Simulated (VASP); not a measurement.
LiTi, 2 atoms in the cell. The cell holds a sheet with vacuum, 2 atoms: a = 3.639 Å, b = 3.639 Å, c = 23.800 Å, α = 90.00°, β = 90.00°, γ = 90.00°. The cell was built by a generator and needn't be a form met in nature.

```yaml
Program: VASP 6.6.1
Task: relaxation of the atoms
Functional: PBE
Potentials_or_basis: VASP PAW PBE potentials, release 64 (Li_sv, Ti_sv)
Cutoff: 520 eV
k_mesh: 7 × 7 × 1
Occupations: fermi-dirac, width 0.05 eV
Spin: no spin polarisation
Dipole_correction: yes
Atoms_held_fixed_from_0: "[0]"
Further_INCAR_settings: ALGO = Normal; EDIFF = 1e-07; IBRION = 2; EDIFFG = -0.01; NSW = 40
```

Potentials or basis: VASP PAW PBE potentials, release 64 (Li_sv, Ti_sv).

Command:

```bash
$ cat potpaw_PBE.64/Li_sv/POTCAR potpaw_PBE.64/Ti_sv/POTCAR > POTCAR
$ mpirun -np 1 vasp_std > vasp.out
```

Hardware: 1 thread of Intel(R) Xeon(R) Platinum 8375C CPU @ 2.90GHz (Ice Lake) (shared host).

Q: How long does it take, and how much memory?

A: It took 52 s on 1 thread of Intel(R) Xeon(R) Platinum 8375C CPU @ 2.90GHz (Ice Lake) (shared host), peak memory 0.37 GiB. Counts: scf iterations 24, k points 10, ion steps 1.
